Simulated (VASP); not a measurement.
OSZICAR of a VASP run on ZnS (zinc blende):

OSZICAR:
```
       N       E                     dE             d eps       ncg     rms          rms(c)
DAV:   1     0.812143382050E+02    0.81214E+02   -0.80017E+03   754   0.136E+03
DAV:   2    -0.124738653811E+01   -0.82462E+02   -0.79163E+02   829   0.260E+02
DAV:   3    -0.677356981489E+01   -0.55262E+01   -0.55103E+01   924   0.737E+01
DAV:   4    -0.683074487242E+01   -0.57175E-01   -0.57163E-01   834   0.775E+00
DAV:   5    -0.683153738309E+01   -0.79251E-03   -0.79250E-03   909   0.821E-01    0.658E+00
DAV:   6    -0.649276378035E+01    0.33877E+00   -0.72216E-01  1107   0.197E+01    0.497E+00
DAV:   7    -0.647625938883E+01    0.16504E-01   -0.18795E-01   844   0.386E+00    0.236E+00
DAV:   8    -0.647776792746E+01   -0.15085E-02   -0.68703E-03   784   0.854E-01    0.453E-01
DAV:   9    -0.647820091034E+01   -0.43298E-03   -0.65444E-04   905   0.376E-01    0.975E-02
DAV:  10    -0.647833994684E+01   -0.13904E-03   -0.15584E-04   769   0.122E-01    0.294E-02
DAV:  11    -0.647837268488E+01   -0.32738E-04   -0.38385E-05   834   0.561E-02    0.725E-03
DAV:  12    -0.647837360731E+01   -0.92243E-06   -0.25722E-06   844   0.269E-02
   1 F= -.64783736E+01 E0= -.64783736E+01  d E =-.652658E-11
```

Task: Which electronic solver shows in the log?

Result: It is blocked Davidson (ALGO = Normal, or the opening steps of other solvers). The INCAR had ALGO = Normal.

Task: Can the final energy be trusted as converged?

Result: Self-consistency was reached. It stopped with EDIFF = 1E-6, NELM = 100 (PBE GGA + U (Dudarev), plane waves, VASP's PBE PAW potentials (set 64)).

The compound is ZnS in the zinc blende structure. The cell was not relaxed at this level. The run is one of a series of settings (LDAU = .TRUE., LDAUJ = 0 0, LDAUL = 2 -1, LDAUTYPE = 2, LDAUU = 5.0 0, LMAXMIX = 2 against the base run), some of them coarse on purpose.
